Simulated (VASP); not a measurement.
Output of a VASP run:

OUTCAR:
```
 ion  position               nearest neighbor table
   1  0.000  0.000  0.000-   2 2.37   3 2.37   3 2.37   2 2.37   3 2.37   2 2.37
   2  0.333  0.667  0.271-   1 2.37   1 2.37   1 2.37
   3  0.667  0.333  0.729-   1 2.37   1 2.37   1 2.37
  LATTYP: Found a hexagonal cell.
 ALAT       =     3.5557390497
 C/A-ratio  =     1.2284747188
 Subroutine PRICEL returns:
 Original cell was already a primitive cell.
 Subroutine GETGRP returns: Found 12 space group operations
The static configuration has the point symmetry D_3d.
The dynamic configuration has the point symmetry D_3d.
 Subroutine INISYM returns: Found 12 space group operations
 Subroutine IBZKPT returns following result:
 Found     35 irreducible k-points:

 Following reciprocal coordinates:
            Coordinates               Weight
  0.000000  0.000000  0.000000      1.000000
  0.125000  0.000000  0.000000      6.000000
  0.250000  0.000000  0.000000      6.000000
  0.375000  0.000000  0.000000      6.000000
  0.500000  0.000000  0.000000      3.000000
  0.125000  0.125000  0.000000      6.000000
  0.250000  0.125000  0.000000     12.000000
  0.375000  0.125000  0.000000     12.000000
  0.250000  0.250000  0.000000      6.000000
  0.375000  0.250000  0.000000      6.000000
  0.000000  0.000000  0.250000      2.000000
  0.125000  0.000000  0.250000      6.000000
  0.000000  0.125000  0.250000      6.000000
  0.250000  0.000000  0.250000      6.000000
  0.000000  0.250000  0.250000      6.000000
  0.375000  0.000000  0.250000      6.000000
  0.000000  0.375000  0.250000      6.000000
  0.500000  0.000000  0.250000      6.000000
  0.125000  0.125000  0.250000     12.000000
  0.250000  0.125000  0.250000     12.000000
 -0.125000  0.375000  0.250000     12.000000
  0.375000  0.125000  0.250000     12.000000
 -0.125000  0.500000  0.250000     12.000000
  0.250000  0.250000  0.250000     12.000000
  0.375000  0.250000  0.250000     12.000000
  0.000000  0.000000  0.500000      1.000000
  0.125000  0.000000  0.500000      6.000000
  0.250000  0.000000  0.500000      6.000000
  0.375000  0.000000  0.500000      6.000000
  0.500000  0.000000  0.500000      3.000000
  0.125000  0.125000  0.500000      6.000000
  0.250000  0.125000  0.500000     12.000000
  0.375000  0.125000  0.500000     12.000000
  0.250000  0.250000  0.500000      6.000000
  0.375000  0.250000  0.500000      6.000000
   k-points           NKPTS =     35   k-points in BZ     NKDIM =     35   number of bands    NBANDS=     15
   number of dos      NEDOS =    301   number of ions     NIONS =      3
   total plane-waves  NPLWV =  25088
   dimension x,y,z NGX =    28 NGY =   28 NGZ =   32
   dimension x,y,z NGXF=    56 NGYF=   56 NGZF=   64
   ions per type =               1   2
   PREC   = accura    normal or accurate (medium, high low for compatibility)
   ISTART =      0    job   : 0-new  1-cont  2-samecut
   ICHARG =      2    charge: 1-file 2-atom 10-const
   ISPIN  =      1    spin polarized calculation?
   LNONCOLLINEAR =      F non collinear calculations
   LSORBIT =      F    spin-orbit coupling
   INIWAV =      1    electr: 0-lowe 1-rand  2-diag
   ENCUT  =  480.0 eV  35.28 Ry    5.94 a.u.   6.35  6.35  7.80*2*pi/ulx,y,z
   NELM   =    100;   NELMIN=  2; NELMDL= -5     # of ELM steps
   EDIFF  = 0.1E-06   stopping-criterion for ELM
   LREAL  =      F    real-space projection
   NLSPLINE    = F    spline interpolate recip. space projectors
   LMAXMIX     =    6 max onsite mixed and CHGCAR
   VOSKOWN=      0    Vosko Wilk Nusair interpolation
   EDIFFG = -.1E-01   stopping-criterion for IOM
   NSW    =     40    number of steps for IOM
   NBLOCK =      1;   KBLOCK =     40    inner block; outer block
   IBRION =      2    ionic relax: 0-MD 1-quasi-New 2-CG
   NFREE  =      1    steps in history (QN), initial steepest desc. (CG)
   ISIF   =      3    stress and relaxation
   ISYM   =      2    0-nonsym 1-usesym 2-fastsym
...
```

### OSZICAR
```
       N       E                     dE             d eps       ncg     rms          rms(c)
DAV:   1     0.108765035599E+03    0.10877E+03   -0.10311E+04  1074   0.124E+03
DAV:   2    -0.133252731244E+02   -0.12209E+03   -0.11956E+03  1323   0.243E+02
DAV:   3    -0.181489353138E+02   -0.48237E+01   -0.47967E+01  1393   0.515E+01
DAV:   4    -0.181943262877E+02   -0.45391E-01   -0.45382E-01  1288   0.550E+00
DAV:   5    -0.181949746945E+02   -0.64841E-03   -0.64839E-03  1435   0.635E-01    0.203E+01
DAV:   6    -0.171900406345E+02    0.10049E+01   -0.76691E+00  1057   0.276E+01    0.133E+01
DAV:   7    -0.169736874849E+02    0.21635E+00   -0.13484E+00  1064   0.127E+01    0.601E+00
DAV:   8    -0.169422258935E+02    0.31462E-01   -0.78294E-02  1246   0.232E+00    0.139E+00
DAV:   9    -0.169379107487E+02    0.43151E-02   -0.11166E-02  1239   0.112E+00    0.248E-01
DAV:  10    -0.169379506414E+02   -0.39893E-04   -0.15122E-03  1260   0.295E-01    0.738E-02
DAV:  11    -0.169379562538E+02   -0.56124E-05   -0.42015E-05  1365   0.556E-02    0.434E-02
DAV:  12    -0.169379570181E+02   -0.76426E-06   -0.42526E-06  1367   0.185E-02    0.141E-02
DAV:  13    -0.169379574310E+02   -0.41291E-06   -0.15500E-06  1225   0.107E-02    0.321E-03
DAV:  14    -0.169379574777E+02   -0.46657E-07   -0.83126E-08   742   0.227E-03
   1 F= -.15445349E+02 E0= -.15445141E+02  d E =-.154453E+02
```

File OUTCAR:
```
------------------------ aborting loop because EDIFF is reached ----------------------------------------
  FORCE on cell =-STRESS in cart. coord.  units (eV):
  Direction    XX          YY          ZZ          XY          YZ          ZX
  --------------------------------------------------------------------------------------
  Total        1.4747011      1.4747012      1.5079634      0.0000000      0.0000000      0.0000000
  in kB       49.4001314     49.4001354     50.5143634      0.0000000      0.0000000      0.0000000
  external PRESSURE =      -0.2284566 kB  Pullay stress =      50.0000000 kB
  volume of cell :       47.83
      direct lattice vectors                 reciprocal lattice vectors
     1.777869472 -3.079360377  0.000000000     0.281235494 -0.162371382  0.000000000
     1.777869472  3.079360377  0.000000000     0.281235494  0.162371382  0.000000000
     0.000000000  0.000000000  4.368135529     0.000000000  0.000000000  0.228930626
 POSITION                                       TOTAL-FORCE (eV/Angst)
 -----------------------------------------------------------------------------------
      0.00000      0.00000      0.00000         0.000000     -0.000000      0.000000
      1.77787      1.02646      1.18499        -0.000000     -0.000000     -0.006758
      1.77787     -1.02646      3.18315        -0.000000      0.000000      0.006758
 -----------------------------------------------------------------------------------
    total drift:                                0.000000     -0.000000      0.000000
  FREE ENERGIE OF THE ION-ELECTRON SYSTEM (eV)
  ---------------------------------------------------
  free  energy   TOTEN  =       -16.9379574777 eV

  energy  without entropy=      -16.9375424789  energy(sigma->0) =      -16.93774998
  enthalpy is  TOTEN    =       -15.4453489720 eV   P V=        1.4926085057

 reached required accuracy - stopping structural energy minimisation
```
(Selected blocks of OUTCAR.)

**POSCAR**
```
PtS2
1
    1.7778694716    -3.0793603770    -0.0000000000
    1.7778694716     3.0793603770     0.0000000000
    0.0000000000     0.0000000000     4.3681355293
Pt S
1 2
Direct
  0.0000000000   0.0000000000   0.0000000000
  0.3333330000   0.6666670000   0.2712801580
  0.6666670000   0.3333330000   0.7287198420
```

Problem. Reconstruct the remaining input files.

Solution. One answer among several that fit: the input of the run itself, PBEsol GGA, plane waves, VASP's PBE PAW potentials (set 64).

KPOINTS:
```
Automatic mesh
0
Gamma
8 8 4
0 0 0
```

**INCAR**
```
! general
SYSTEM   =  PtS2
PREC     =  Accurate
ENCUT    =  480
LREAL    =  .FALSE.
LASPH    =  .TRUE.

! electronic loop
EDIFF    =  1E-7
NELM     =  100
ALGO     =  Normal
LMAXMIX  =  6

! smearing
ISMEAR   =  0
SIGMA    =  0.05

! functional
GGA      =  PS

! ions
IBRION   =  2
NSW      =  40
ISIF     =  3
EDIFFG   =  -0.01
PSTRESS  =  50

! output
LWAVE    =  .FALSE.
LCHARG   =  .FALSE.
```

POTCAR, in this order: Pt S (PBE.64 set). Program: vasp_std.

Without a dispersion term in the relaxation, distances and binding between the weakly bound layers, chains or molecules are unreliable, and so is what depends on them.

The compound is PtS2 in the 1T layered structure. It was relaxed first under an external pressure of 5 GPa. The k-mesh is coarse (spacing up to 0.36 per Å, 2π included), so the numbers may not be converged in it.
